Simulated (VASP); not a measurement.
The system is Zn4Te3O.

```
Zn Te O
1.0
     6.39534    0.00000    0.00000
     0.00000    6.39534    0.00000
     0.00000    0.00000    4.36765
Zn Te O
4 3 1
Direct
  0.16986 0.50000 0.50000
  0.83014 0.50000 0.50000
  0.50000 0.16986 0.50000
  0.50000 0.83014 0.50000
  0.50000 0.00000 0.00000
  0.00000 0.50000 0.00000
  0.50000 0.50000 0.50000
  0.50000 0.50000 0.00000
```

The cell was built by a generator and needn't be a form met in nature.

```yaml
Program: VASP 6.6.1
Task: relaxation of cell and atoms
Functional: PBE
Potentials_or_basis: VASP PAW PBE potentials, release 64 (Zn, Te, O)
Cutoff: 520 eV
k_mesh: 2 × 2 × 3
Occupations: gaussian, width 0.15 eV
Spin: no spin polarisation
```

At the start: pressure 37.7 GPa; volume 22.33 Å³/atom.

Task: How do energy, volume and symmetry change on relaxing?

Result: Over 21 steps the energy falls by 1261.1 meV/atom and the volume is 37.11 Å³/atom (+66.2 %); space group P4/mmm (No. 123, to 0.05 Å).

The path:
```
step  energy change (eV)  largest force (eV/Å)  pressure (GPa)  volume (Å³)
   1              0.0000                3.9707           37.72       178.64
   2             -7.5619                1.8091           -4.39       350.64
   3              3.1596                2.4440            1.37       272.48
   4             -8.3986                2.1132            0.27       282.67
   5             -9.6995                0.6276           -0.64       293.59
   6             -9.7614                0.5738           -0.34       295.06
   7             -9.8617                0.5393           -0.82       297.94
   8             -9.9834                0.5085           -0.47       303.39
   9             -9.8234                0.4767           -0.38       313.01
  10            -10.0025                0.4944           -0.56       305.49
  11            -10.0707                0.1919           -0.42       298.94
  12            -10.0744                0.0073           -0.15       295.75
  13            -10.0755                0.0662           -0.04       296.60
  14            -10.0749                0.1233           -0.10       297.58
  15            -10.0754                0.0886           -0.03       297.12
  16            -10.0837                0.0808           -0.06       296.03
  17            -10.0812                0.0783            0.63       294.02
  18            -10.0854                0.1020            0.43       295.14
  19            -10.0855                0.0955            0.14       295.35
  20            -10.0855                0.0845            0.36       295.28
  21            -10.0888                0.0476           -0.11       296.92
```

Final structure:
```xyz
8
Lattice="8.2654 0.0000 0.0000 0.0000 8.2654 0.0000 0.0000 0.0000 4.3462" Properties=species:S:1:pos:R:3 pbc="T T T"
Zn    1.4872    4.1327    2.1731
Zn    6.7782    4.1327    2.1731
Zn    4.1327    1.4872    2.1731
Zn    4.1327    6.7782    2.1731
Te    4.1327    0.0000    0.0000
Te    0.0000    4.1327    0.0000
Te    4.1327    4.1327    2.1731
O     4.1327    4.1327    0.0000
```

Caveat: the k mesh is coarse (spacing up to 0.49 Å⁻¹), so the values aren't converged; the volume moved by over 15 % at a fixed basis, so the end points are rough.
